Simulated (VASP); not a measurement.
## SiW (relaxed from the CsCl structure, space group Pm-3m): computed properties

These are r2SCAN meta-GGA, VASP's PBE PAW potentials (set 64) (plane waves; VASP) values and carry that method's errors.

```json
{
 "space_group": "Pm-3m (221)",
 "cell": "a = 3.038 Å, b = 3.038 Å, c = 3.038 Å, α = 90.00°, β = 90.00°, γ = 90.00°",
 "volume_per_atom": "14.02 Å³/atom",
 "band gap (over mesh and band path)": "none (metal, semimetal or under 0.01 eV)",
 "density": "12.55 g/cm³"
}
```

Space group Pm-3m (No. 221); a = 3.038 Å, b = 3.038 Å, c = 3.038 Å, α = 90.00°, β = 90.00°, γ = 90.00°

| atom | site | symmetry | x | y | z |
|---|---|---|---|---|---|
| W | 1a | m-3m | 0.0000 | 0.0000 | 0.0000 |
| Si | 1b | m-3m | 0.5000 | 0.5000 | 0.5000 |

Unless said otherwise, spin-orbit coupling is left out, though it shifts the bands of the heavy elements here.

The structure was generated: SiW was put into the CsCl type (Pm-3m), which need not be its known phase. It was relaxed first, which changed the volume by -5 %. Symmetry was kept, so distortions that lower it aren't found.
